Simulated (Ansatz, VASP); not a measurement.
# SiTe2 in two plane-wave programs, part 2 of 2

Aim: how closely do two programs agree when they are given the same cell, functional and k mesh? Of the first pair: The cell is taken from a series of runs on this material, whose earlier steps may have relaxed, scaled, displaced or heated it; both programs get it as it stands.

VASP 6.6.1 and Ansatz 0.2.0.

So far. Step 2 (VASP: single point, PBEsol, pair 1): The run ends at a pressure of 0.29 GPa, with forces up to 0.10 eV/Å.

**7. VASP: single point, PBEsol, start cell, pair 2**

Level of this step: PBEsol; plane waves and PAW (Si, Te) (VASP).

The same cell, functional, mesh and smearing now go to VASP, with its own data sets.

INCAR reads:

```
SYSTEM = SiTe2
PREC = Accurate
ENCUT = 400
EDIFF = 1E-06
NELM = 120
ISMEAR = 1
SIGMA = 0.2
LREAL = .FALSE.
ALGO = Normal
GGA = PS
NBANDS = 14
LORBIT = 11
LWAVE = .FALSE.
LCHARG = .FALSE.
ISIF = 2
LDIPOL = .TRUE.
IDIPOL = 3
DIPOL = 0.5 0.5 0.329
LVHAR = .TRUE.
LASPH = .TRUE.
GGA_COMPAT = .FALSE.
NELMDL = -8
KPAR = 2
```

POSCAR reads:

```
SiTe2
1.0
    3.6274177137      0.0000000000      0.0000000000
   -1.8137088568      3.1414358902      0.0000000000
    0.0000000000      0.0000000000     30.4240000000
Si Te
1 2
Direct
    0.0000000000      0.0000000000      0.3286878780
    0.3333333333      0.6666666667      0.3824302853
    0.6666666667      0.3333333333      0.2749454707
```

KPOINTS reads:

```
Automatic mesh
0
Gamma
15 15 1
0 0 0
```

Potentials, in the order of the species: Si and Te (PBE family, release 64).

Command:

```sh
$ mpirun -np 2 vasp_std
```

Numbers of over 12 decimals in the logs are rounded to 6 here.

Log:

```text
[banner, memory and clock lines left out]
running    2 mpi-ranks, on    1 nodes
[...]
[... a notice as in an earlier step ...]

 LDA part: xc-table for (Slater+PW92), standard interpolation
 POSCAR, INCAR and KPOINTS ok, starting setup
[...]
entering main loop
       N       E                     dE             d eps       ncg     rms          rms(c)
DAV:   1     0.992231825851E+02    0.99223E+02   -0.39004E+03   756   0.619E+02
DAV:   2    -0.376508980171E+01   -0.10299E+03   -0.95523E+02  1266   0.121E+02
DAV:   3    -0.124826877954E+02   -0.87176E+01   -0.85772E+01  1038   0.451E+01
DAV:   4    -0.127453632677E+02   -0.26268E+00   -0.26130E+00  1050   0.959E+00
[...]
DAV:  23    -0.125848791458E+02   -0.27597E-05   -0.60379E-08   780   0.771E-04    0.444E-04
DAV:  24    -0.125848807191E+02   -0.15733E-05   -0.24517E-08   720   0.471E-04    0.378E-04
DAV:  25    -0.125848810793E+02   -0.36018E-06   -0.25645E-09   786   0.203E-04
   1 F= -.12584881E+02 E0= -.12584335E+02  d E =-.163896E-02
```

From OUTCAR (step 7):

```text
  Total        2.6002264      2.6002264      0.4719322      0.0000000     -0.0000000      0.0000000
  in kB       12.0165464     12.0165464      2.1809623      0.0000000     -0.0000000      0.0000000
  external PRESSURE =       8.7380183 kB  Pullay stress =       0.0000000 kB

 POSITION                                       TOTAL-FORCE (eV/Angst)
 -----------------------------------------------------------------------------------
      0.00000      0.00000     10.00000         0.000000      0.000000      0.000000
     -0.00000      2.09429     11.63506         0.000000     -0.000000      0.148257
      1.81371      1.04715      8.36494        -0.000000      0.000000     -0.148257
 -----------------------------------------------------------------------------------
    total drift:                               -0.000000      0.000000      0.000022

  FREE ENERGIE OF THE ION-ELECTRON SYSTEM (eV)
  ---------------------------------------------------
  free  energy   TOTEN  =       -12.5848810793 eV

  energy  without entropy=      -12.5832421202  energy(sigma->0) =      -12.58433476

[... 3 further parts left out ...]
[key lines of the parts left out:]
E-fermi :  -1.9402
```

The run ends at a pressure of 0.87 GPa, with forces up to 0.15 eV/Å.

**8. Differences**

What differs besides the data sets and the points named for the pairs above, as far as they apply: the data sets hold 36 valence electrons in Ansatz (on its PAW soft_1 files) and 16 in VASP. Total energies have different zeros and are not compared.

Forces (eV/Å; atoms numbered as in POSCAR):

```csv
atom,"Ansatz x, y, z","VASP x, y, z"
Si1,"0.000, 0.000, 0.000","0.000, 0.000, 0.000"
Te2,"0.000, 0.000, 0.106","0.000, 0.000, 0.148"
Te3,"0.000, 0.000, -0.106","0.000, 0.000, -0.148"
```

The forces differ by 20 meV/Å r.m.s., which is 28.4 % of the r.m.s. force of 0.070 eV/Å (both taken over all components). Where the cell holds vacuum, a pressure given here is an average over it and none of the material.

**9. Ansatz: relaxation, PBEsol**

The two programs are compared at the cell with which this relaxation starts, whose forces are those of its first step.

The structure compared here is the start of the Ansatz relaxation; VASP solves that cell, so the two are compared at the walk's first step.

input.yaml reads:

```yaml
crystal:
  lattice:
    - [3.6648137726, 0.0, 0.0]
    - [-1.8324068863, 3.1738218272, 0.0]
    - [0.0, 0.0, 30.424]
  atoms:
    - { symbol: Si, position: [0.0, 0.0, 0.328687878] }
    - { symbol: Te, position: [0.3333333333, 0.6666666667, 0.3821132048] }
    - { symbol: Te, position: [0.6666666667, 0.3333333333, 0.2752625512] }
  periodic: [true, true, false]
kpoints:
  mp_grid: { grid: [15, 15, 1] }
hamiltonian:
  xc: pbesol
  pseudopotentials: { kind: paw, azcp: { folder: soft_1 }, xc_functional: pbe }
scf:
  occupations: { method: methfessel_paxton, width: 0.2 }
output:
  forces: true
  stress: true
  eigenvalues: true
relax:
  adjacent_minimum: "off"
  f_tol: 0.001
  max_steps: 60
```

Command:

```sh
$ ansatz run input.yaml --threads 8 --pin off --max-ram 16384MiB --backend cpu --events-out ev --progress --plain --runs-dir out
```

Log:

```text
[...]
Crystal: 3 atoms, lattice volume = 353.876 Å³
Basis set: ecut = 420 eV, 6881 PW (Γ), exchange–correlation on 50×50×432 points (8 copies of the dense FFT grid, shifted against one another)
Bands: 22, of which v1, the nominal top of the filled ones, is band 18 counted from 1 (17 counted from 0)
Symmetry: 12 space group operations
[...]
--- Relaxed structure (4 steps of the walk, 3 accepted, 0 SCFs on fresh bases) ---
  F+E_penalty+E_count = -14424.53540422 eV   max|allowed force component| = 5.752e-4 eV/Å
  cell:  # Å, volume = 353.8757 Å³
    - [3.664814, 0.0, 0.0]
    - [-1.832407, 3.173822, 0.0]
    - [0.0, 0.0, 30.424]
  atoms:
    - { symbol: Si, position: [0, 0, 0.328688] }
    - { symbol: Te, position: [0.333333, 0.666667, 0.382430] }
    - { symbol: Te, position: [0.666667, 0.333333, 0.274945] }
[key lines of the parts left out:]
SCF converged after 3 iterations
Free energy (F): -14424.535404 eV
Fermi energy:    -4.644741 eV
P = ½ c Tr σ = 2.1638 N/m
```

**10. VASP: single point, PBEsol, start cell, pair 3**

The same cell, functional, mesh and smearing now go to VASP, with its own data sets.

INCAR is that of step 7.

POSCAR reads:

```
SiTe2
1.0
    3.6648137726      0.0000000000      0.0000000000
   -1.8324068863      3.1738218272      0.0000000000
    0.0000000000      0.0000000000     30.4240000000
Si Te
1 2
Direct
    0.0000000000      0.0000000000      0.3286878780
    0.3333333333      0.6666666667      0.3821132001
    0.6666666667      0.3333333333      0.2752625559
```

KPOINTS is that of step 7.

Command:

```sh
$ mpirun -np 2 vasp_std
```

Log:

```text
[... set-up lines as in an earlier step ...]
 entering main loop
       N       E                     dE             d eps       ncg     rms          rms(c)
DAV:   1     0.968485707769E+02    0.96849E+02   -0.38851E+03   756   0.617E+02
DAV:   2    -0.362355348136E+01   -0.10047E+03   -0.93449E+02  1280   0.120E+02
DAV:   3    -0.125107643550E+02   -0.88872E+01   -0.87116E+01  1008   0.450E+01
DAV:   4    -0.127700207037E+02   -0.25926E+00   -0.25805E+00  1056   0.964E+00
[...]
DAV:  23    -0.126267755723E+02   -0.25239E-05   -0.53007E-08   792   0.689E-04    0.394E-04
DAV:  24    -0.126267770413E+02   -0.14690E-05   -0.21735E-08   732   0.432E-04    0.394E-04
DAV:  25    -0.126267773802E+02   -0.33893E-06   -0.20345E-09   786   0.190E-04
   1 F= -.12626777E+02 E0= -.12626396E+02  d E =-.114562E-02
```

Parts of OUTCAR (step 10):

```text
  Total        1.7420925      1.7420925      0.4484346      0.0000000      0.0000000      0.0000000
  in kB        7.8873486      7.8873486      2.0302942      0.0000000      0.0000000      0.0000000
  external PRESSURE =       5.9349971 kB  Pullay stress =       0.0000000 kB

 POSITION                                       TOTAL-FORCE (eV/Angst)
 -----------------------------------------------------------------------------------
      0.00000      0.00000     10.00000         0.000000      0.000000      0.000000
     -0.00000      2.11588     11.62541        -0.000000      0.000000      0.141975
      1.83241      1.05794      8.37459         0.000000     -0.000000     -0.141975
 -----------------------------------------------------------------------------------
    total drift:                                0.000000     -0.000000      0.000021

  FREE ENERGIE OF THE ION-ELECTRON SYSTEM (eV)
  ---------------------------------------------------
  free  energy   TOTEN  =       -12.6267773802 eV

  energy  without entropy=      -12.6256317631  energy(sigma->0) =      -12.62639551

[... 1 part as in an earlier step ...]

[... 2 further parts left out ...]
[key lines of the parts left out:]
E-fermi :  -2.1014
```

The run ends at a pressure of 0.59 GPa, with forces up to 0.14 eV/Å.

**11. Comparison**

What differs besides the data sets and the points named for the pairs above, as far as they apply: the data sets hold 36 valence electrons in Ansatz (on its PAW soft_1 files) and 16 in VASP. Total energies have different zeros and are not compared.

Forces (eV/Å; atoms numbered as in POSCAR):

```csv
atom,"Ansatz x, y, z","VASP x, y, z"
Si1,"0.000, 0.000, 0.000","0.000, 0.000, 0.000"
Te2,"0.000, 0.000, 0.101","0.000, 0.000, 0.142"
Te3,"0.000, 0.000, -0.101","0.000, 0.000, -0.142"
```

The forces differ by 19 meV/Å r.m.s., which is 28.5 % of the r.m.s. force of 0.067 eV/Å (both taken over all components). Where the cell holds vacuum, a pressure given here is an average over it and none of the material.

**12. Results**

```json
{"r.m.s. force difference (single point, PBEsol, pair 1)": "16 meV/Å", "r.m.s. force difference (single point, PBEsol, start cell, pair 2)": "20 meV/Å", "r.m.s. force difference (single point, PBEsol, start cell, pair 3)": "19 meV/Å"}
```

**Reading.** The r.m.s. force difference is 20 meV/Å (single point, PBEsol, start cell, pair 2), beyond the 12 meV/Å picked in this series as the mark of a large difference. The data sets hold unlike numbers of valence electrons (36 in Ansatz and 16 in VASP), so part of the differences may come from the potentials. For single point, PBEsol, pair 1, no further run moves any of the tabulated differences by more than a quarter of its size. What causes the difference of the single point, PBEsol, start cell, pair 2 pair stays open here. What causes the difference of the single point, PBEsol, start cell, pair 3 pair stays open here. 12 further pairs of this series are not shown here. Such differences can come from data sets, numerical settings and the points named under the comparisons, not from the functional's error against experiment.

[Lines on the potential files, build, host, timing and source positions are cut from VASP's logs without a mark.]

[Logs are printed without paths, hosts, clocks, repeated set-up lines and the standing remarks that a program may print on its own settings, such as how far it seeks lower states.]

[Hosts, paths, dates, database ids (printed as entryN), source tags and the programs' standing remarks are cut or masked in the printed files.]
